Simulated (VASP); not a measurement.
```yaml
crystal:
  lattice:
    - [2.88660, 0.00000, 0.00000]
    - [0.00000, 2.88660, 0.00000]
    - [0.00000, 0.00000, 4.15140]
  atoms:
    - { symbol: Ti, position: [0.00000, 0.00000, 0.00000] }
    - { symbol: Al, position: [0.50000, 0.50000, 0.50000] }
```

These are PBE GGA, VASP's PBE PAW potentials (set 64) (plane waves; VASP) values and carry that method's errors. Settings: 400 eV cut-off, 10×10×7 Γ-centred mesh, first-order Methfessel-Paxton smearing of 0.10 eV, potentials Ti_sv Al.

Task: Predict the energy per atom (σ→0), pressure, band gap (on the k-mesh) with the smallest direct gap where there is one.

Result: 
```yaml
band gap (on the k-mesh): none (metal, semimetal or under 0.01 eV)
energy per atom (σ→0): -6.171 eV/atom
pressure: -6.62 GPa
```

The absolute energy has meaning only against runs of the same code, potentials and settings.

The compound is TiAl in the L1_0 structure. The cell was not relaxed at this level. The electron count is odd and the run is not spin-polarised, which forces a metal.
